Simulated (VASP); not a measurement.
All values below come from PBEsol GGA, VASP's PBE PAW potentials (set 64) (plane waves; VASP).

A VASP calculation is set up with these files.

### INCAR
```
ISIF=2   # forces and stress, cell fixed
NEDOS=601   # DOS grid
LWAVE=F
NELM=100   # most electronic steps
EDIFF=1E-7   # SCF stop (eV)
ISMEAR=-5   # tetrahedra, Bloechl
SYSTEM=Na
LCHARG=T
ALGO=Normal   # blocked Davidson
LREAL=F   # projection in real space or not
ENCUT=400   # plane-wave cut-off (eV)
LASPH=T
LORBIT=11   # lm-projected
GGA=PS   # PBEsol
PREC=Accurate
```

POSCAR:
```
Na
1.0
  3.3571836295   0.0000000000   0.0000000000
  0.0000000000   3.3571836295   0.0000000000
  0.0000000000   0.0000000000   3.3571836295
Na
1
direct
  0.0000000000   0.0000000000   0.0000000000
```

KPOINTS:
```
K-points
0
gamma
12 12 12
0 0 0
```

POTCAR, in this order: Na_pv (PBE.64 set). Program: vasp_std.

Problem. What will the output report for the number of irreducible k-points (NKPTS), number of bands (NBANDS), largest plane-wave count, number of space-group operations, FFT grid (NGX, NGY, NGZ)?

Solution. 
```yaml
number of irreducible k-points (NKPTS): 84
number of bands (NBANDS): 7
largest_plane_wave_count: 715
number_of_space_group_operations: 48
FFT grid (NGX, NGY, NGZ): 24 × 24 × 24
```

The structure was generated: Na was put into the simple-cubic type (Pm-3m), which need not be its known phase. It was relaxed first, which changed the volume by -11 %.
